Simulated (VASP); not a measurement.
Here is the system:

```
NiSi2
1.0
    0.00000     2.73638     2.73638
    2.73638     0.00000     2.73638
    2.73638     2.73638     0.00000
Si Ni
2 1
Cartesian
  1.36819   1.36819   1.36819
  4.10457   4.10457   4.10457
  0.00000   0.00000   0.00000
```

Method: PBE GGA, VASP's PBE PAW potentials (set 64) (plane waves; VASP). Numerical set-up: 300 eV cut-off, 14×14×14 Γ-centred mesh, Fermi-Dirac smearing of 0.050 eV, potentials Si Ni.

At this cut-off the stress carries a Pulay error, which pulls relaxed volumes low.

**Question.** The ions, cell shape and volume are relaxed. What does this cell relax into?

**Answer.** 
```
NiSi2
1.0
    0.00000     2.72194     2.72194
    2.72194     0.00000     2.72194
    2.72194     2.72194     0.00000
Si Ni
2 1
Cartesian
  1.36097   1.36097   1.36097
  4.08291   4.08291   4.08291
  0.00000   0.00000   0.00000
```
Space group Fm-3m (225), at a tolerance of 0.03 Å.

**Question.** How do energy and volume change from the first to the last step?

**Answer.** The energy (σ→0) changes by -1.5 meV/atom and the volume by -1.6 %, in 3 ionic steps.

```
step  E(σ→0) (eV)  max force (eV/Å)  pressure (GPa)  volume (Å³)
----  -----------  ----------------  --------------  -----------
1        -17.3643             0.000           -2.39        40.98
2        -17.3652             0.000            2.29        39.78
3        -17.3688             0.000            0.04        40.33
```

The structure is a typed NiSi2 crystal. This run relaxes it. Symmetry was kept, so distortions that lower it aren't found. The run is one of a series of settings (EDIFFG = -0.01, IBRION = 2, ISIF = 3, NSW = 50 against the base run), some of them coarse on purpose. The run is not spin-polarised, so no magnetic state was tried.
